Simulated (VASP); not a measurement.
Energy against volume of NaI (rock salt). These are vdW-DF2, VASP's PBE PAW potentials (set 64) (plane waves; VASP) values and carry that method's errors. Settings: 520 eV cut-off, 7×7×7 Γ-centred mesh, Gaussian smearing of 0.050 eV, potentials Na_pv I.

```csv
V (Å³/atom),E (eV/atom)
34.369,-0.78819
35.432,-0.79002
36.495,-0.78856
37.557,-0.78433
```

Problem. Fit these four points and predict the energy of the run at 33.306 Å³/atom.

Solution. A cubic in V^(−2/3), the third-order Birch-Murnaghan form, passes through the four points with V0 = 35.46 Å³/atom and B0 = 16 GPa, and gives -0.7825 eV/atom there. The run gave -0.7825 eV/atom, -0.0 meV/atom from the fit; all five points give B0 = 16 GPa.

The compound is NaI in the rock salt structure. It was relaxed first.
